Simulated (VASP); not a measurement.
Here is the system:

```
Au
1.0
    0.00000     2.02567     2.02567
    2.02567     0.00000     2.02567
    2.02567     2.02567     0.00000
Au
1
Direct
  0.00000   0.00000   0.00000
```

These are LDA (Ceperley-Alder, Perdew-Zunger), VASP's LDA PAW potentials (set 64) (plane waves; VASP) values and carry that method's errors. Numerical set-up: 400 eV cut-off, 14×14×14 Γ-centred mesh, first-order Methfessel-Paxton smearing of 0.10 eV, potentials Au.

Unless said otherwise, spin-orbit coupling is left out, though it shifts the bands of the heavy elements here.

Task: What does the run give for the energy per atom (σ→0), band gap (on the k-mesh) with the smallest direct gap where there is one?

Result: 
```json
{
  "band gap (on the k-mesh)": "none (metal, semimetal or under 0.01 eV)",
  "energy per atom (σ→0)": "-4443 meV/atom"
}
```

Only differences to runs with the same potentials and settings are physical.

The structure comes from a computed database's Au entry (Fm-3m); how it stands against other phases isn't given here. It was relaxed first, which changed the volume by -8 %. The start is the result of an earlier pass.
